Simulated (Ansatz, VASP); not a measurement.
Tc3Sn in VASP and in Ansatz

The input INCAR:

```
SYSTEM = Tc3Sn
PREC     = Accurate       ! precision mode
ENCUT    = 520            ! plane-wave cutoff, eV
EDIFF    = 1E-7           ! SCF threshold, eV
ISMEAR   = -1             ! smearing method
SIGMA    = 0.05           ! smearing width, eV
LREAL    = .False.        ! projectors in reciprocal space
LASPH    = .True.         ! aspherical terms in the spheres
NELM     = 100            ! most SCF steps
ALGO     = Normal         ! electronic algorithm
ISIF     = 2              ! what is computed and relaxed
LWAVE    = .False.        ! write WAVECAR
LCHARG   = .False.        ! write CHGCAR
GGA      = PE             ! functional
NBANDS   = 34             ! bands
```

The input KPOINTS:

```
Automatic mesh
0
Gamma
  7 7 7
  0 0 0
```

File POSCAR:

```
Tc3Sn
1.0
    0.0000000000      3.2139381818      3.2139381818
    3.2139381818      0.0000000000      3.2139381818
    3.2139381818      3.2139381818      0.0000000000
Sn Tc
1 3
Direct
    0.0000000000      0.0000000000      0.0000000000
    0.5000000000      0.5000000000      0.5000000000
    0.7500000000      0.7500000000      0.7500000000
    0.2500000000      0.2500000000      0.2500000000
```

The input input.yaml:

```yaml
crystal:
  lattice:
    - [0.0, 3.2139381818, 3.2139381818]
    - [3.2139381818, 0.0, 3.2139381818]
    - [3.2139381818, 3.2139381818, 0.0]
  atoms:
    - { symbol: Sn, position: [0.0, 0.0, 0.0] }
    - { symbol: Tc, position: [0.5, 0.5, 0.5] }
    - { symbol: Tc, position: [0.75, 0.75, 0.75] }
    - { symbol: Tc, position: [0.25, 0.25, 0.25] }
hamiltonian:
  xc: pbe
  pseudopotentials: { kind: paw }
kpoints:
  mp_grid: { grid: [7, 7, 7] }
scf:
  occupations: { method: fermi_dirac, width: 0.05 }
output:
  forces: true
  stress: true
  eigenvalues: true
```

Change from the starting cell: volume scaled by 1.04.

Alike in both runs: task single point; functional PBE; k mesh 7 × 7 × 7; occupations fermi-dirac, width 0.05 eV; no spin polarisation.

```csv
,VASP,Ansatz
version,VASP 6.6.1,Ansatz 0.2.0
potentials or method,"VASP PAW PBE potentials, release 64 (Sn_d, Tc_pv)",Ansatz PAW earlier set
plane-wave cutoff (eV),520,500
valence electrons in the cell,53,59
```

VASP gave:

* gap on the k mesh at the Fermi level (eV): none
* pressure (GPa): -10.1

**Question.** Which values does Ansatz return?

**Answer.** gap on the k mesh at the Fermi level (eV): none; pressure (GPa): -9.9.

A gap of «none» marks a metal or a gap that the smearing closes. With one functional, cell and mesh, what is left measures potentials, basis and numerics. The two sets of potentials don't hold the same shells in valence.
